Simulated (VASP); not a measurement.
OSZICAR of a VASP run on Ti₂₄O₄₈:

**OSZICAR**
```
       N       E                     dE             d eps       ncg     rms          rms(c)
DAV:   1     0.628202145115E+04    0.62820E+04   -0.14751E+05   468   0.148E+03
DAV:   2     0.167756097197E+04   -0.46045E+04   -0.43914E+04   516   0.454E+02
DAV:   3    -0.403324536638E+03   -0.20809E+04   -0.20268E+04   604   0.262E+02
DAV:   4    -0.836270578645E+03   -0.43295E+03   -0.41620E+03   720   0.122E+02
DAV:   5    -0.851214233705E+03   -0.14944E+02   -0.14911E+02   624   0.215E+01    0.148E+02
RMM:   6    -0.626911984407E+03    0.22430E+03   -0.12266E+03   490   0.718E+01    0.215E+01
RMM:   7    -0.632886241713E+03   -0.59743E+01   -0.14174E+02   461   0.335E+01    0.414E+01
RMM:   8    -0.642804241976E+03   -0.99180E+01   -0.54342E+01   471   0.126E+01    0.642E+01
RMM:   9    -0.647269197205E+03   -0.44650E+01   -0.10232E+02   584   0.211E+01    0.301E+01
RMM:  10    -0.643682852307E+03    0.35863E+01   -0.35059E+00   483   0.404E+00    0.262E+01
RMM:  11    -0.636252308361E+03    0.74305E+01   -0.14154E+01   546   0.699E+00    0.145E+01
RMM:  12    -0.634586590414E+03    0.16657E+01   -0.51265E+00   496   0.427E+00    0.900E+00
RMM:  13    -0.634637436124E+03   -0.50846E-01   -0.69914E-01   498   0.151E+00    0.847E+00
RMM:  14    -0.634053857619E+03    0.58358E+00   -0.12979E+00   540   0.219E+00    0.530E+00
RMM:  15    -0.633785093937E+03    0.26876E+00   -0.84430E-01   524   0.166E+00    0.351E+00
RMM:  16    -0.633714199557E+03    0.70894E-01   -0.34207E-01   527   0.100E+00    0.197E+00
RMM:  17    -0.633702063023E+03    0.12137E-01   -0.47325E-02   547   0.415E-01    0.142E+00
RMM:  18    -0.633700051799E+03    0.20112E-02   -0.85551E-03   529   0.169E-01    0.127E+00
RMM:  19    -0.633692441149E+03    0.76106E-02   -0.96573E-03   500   0.188E-01    0.995E-01
RMM:  20    -0.633684455379E+03    0.79858E-02   -0.21311E-02   568   0.246E-01    0.517E-01
RMM:  21    -0.633681859471E+03    0.25959E-02   -0.41787E-03   500   0.134E-01    0.341E-01
RMM:  22    -0.633680228553E+03    0.16309E-02   -0.48308E-03   534   0.129E-01    0.186E-01
RMM:  23    -0.633680001479E+03    0.22707E-03   -0.94594E-04   491   0.580E-02    0.158E-01
RMM:  24    -0.633679803954E+03    0.19753E-03   -0.75353E-04   508   0.468E-02    0.979E-02
RMM:  25    -0.633679702663E+03    0.10129E-03   -0.93231E-04   535   0.487E-02    0.215E-02
RMM:  26    -0.633679705900E+03   -0.32375E-05   -0.44897E-05   331   0.148E-02
   1 F= -.63367971E+03 E0= -.63367971E+03  d E =-.633680E+03
       N       E                     dE             d eps       ncg     rms          rms(c)
DAV:   1    -0.633679062517E+03    0.64015E-03   -0.11066E+00   512   0.261E+00    0.273E-01
RMM:   2    -0.633681549090E+03   -0.24866E-02   -0.28325E-02   469   0.453E-01    0.264E-01
RMM:   3    -0.633681843005E+03   -0.29391E-03   -0.37968E-03   475   0.169E-01    0.131E-01
RMM:   4    -0.633681784225E+03    0.58780E-04   -0.87511E-04   474   0.805E-02    0.114E-01
RMM:   5    -0.633681752891E+03    0.31334E-04   -0.25923E-04   467   0.475E-02    0.443E-02
RMM:   6    -0.633681758634E+03   -0.57423E-05   -0.94057E-05   432   0.225E-02
   2 F= -.63368176E+03 E0= -.63368176E+03  d E =-.205273E-02
```

Q: Which electronic solver shows in the log?

A: It is blocked Davidson (ALGO = Normal, or the opening steps of other solvers) and then RMM-DIIS (ALGO = Fast or VeryFast). The INCAR had ALGO = Fast.

Q: Can the final energy be trusted as converged?

A: Self-consistency was reached. It stopped with EDIFF = 1E-5, NELM = 100, NSW = 20 and EDIFFG = -0.03 after 2 ionic steps (PBE GGA, plane waves, VASP's PBE PAW potentials (set 64)).  The supercell is sampled at Γ alone, which is coarse: total energies, pressure and levels can be off, energies of defects by several tenths of an eV.

The cell is a supercell, built from TiO2 (rutile).
